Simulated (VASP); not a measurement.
## AlP (space group P6_3mc): computed properties

Calculation: LDA (Ceperley-Alder, Perdew-Zunger), VASP's LDA PAW potentials (set 64) (plane waves; VASP).

```
Property                                                                                                              Result
---------------------------------------------  -----------------------------------------------------------------------------
space group                                                                                                     P6_3mc (186)
cell                                           a = 3.8384 Å, b = 3.8384 Å, c = 6.2973 Å, α = 90.00°, β = 90.00°, γ = 120.00°
volume per atom                                                                                                20.09 Å³/atom
band gap (over mesh and band path)                                                                                   1.78 eV
smallest direct gap (over mesh and band path)                                                                        2.33 eV
Hill bulk modulus                                                                                                   90.0 GPa
Hill shear modulus                                                                                                  45.6 GPa
Poisson's ratio                                                                                                        0.283
band-edge character                                                                                         indirect, Γ to M
density                                                                                                           2.40 g/cm³
optical Γ-point spectrum                                                    100 (×2), 335, 400, 424 (×2), 433, 439 (×2) cm⁻¹
C11                                                                                                                  158 GPa
C12                                                                                                                 63.8 GPa
C13                                                                                                                 47.2 GPa
C33                                                                                                                  179 GPa
C44                                                                                                                 37.0 GPa
C66                                                                                                                 46.9 GPa
```

```
AlP
1.0
    3.83844     0.00000     0.00000
   -1.91922     3.32419     0.00000
    0.00000     0.00000     6.29727
Al P
2 2
Cartesian
  0.00000   2.21612   0.00028
  1.91922   1.10806   3.14892
  0.00000   2.21612   2.36120
  1.91922   1.10806   5.50983
```

The structure comes from a computed database's AlP entry (P6_3mc); how it stands against other phases isn't given here. It was relaxed first. Symmetry was kept, so distortions that lower it aren't found.
